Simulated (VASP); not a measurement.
Here is the system:

```
PtSe2
1.0
    1.80449    -3.12546     0.00000
    1.80449     3.12546     0.00000
    0.00000     0.00000     4.17329
Pt Se
1 2
Direct
  0.00000   0.00000   0.00000
  0.33333   0.66667   0.29381
  0.66667   0.33333   0.70619
```

All values below come from LDA (Ceperley-Alder, Perdew-Zunger), VASP's LDA PAW potentials (set 64) (plane waves; VASP). Numerical set-up: 500 eV cut-off, 10×10×7 Γ-centred mesh, first-order Methfessel-Paxton smearing of 0.10 eV, potentials Pt Se.

Energy and stress use the plane-wave basis of the starting cell.

Question: The ions, cell shape and volume at an external pressure of 45.0 GPa are relaxed. Which structure does the run end with?

Answer: 
```
PtSe2
1.0
    1.78245    -3.08729     0.00000
    1.78245     3.08729     0.00000
    0.00000     0.00000     4.04887
Pt Se
1 2
Cartesian
  0.00000   0.00000   0.00000
  1.78245   1.02910   1.20935
  1.78245  -1.02910   2.83952
```
Space group P-3m1 (164), at a tolerance of 0.03 Å.

Question: How do energy and volume change from the first to the last step?

Answer: The energy (σ→0) changes by +193.5 meV/atom and the volume by -5.3 %, in 11 ionic steps.

The compound is PtSe2 in the 1T layered structure. This run relaxes it under an external pressure of 45 GPa. Symmetry was kept, so distortions that lower it aren't found.
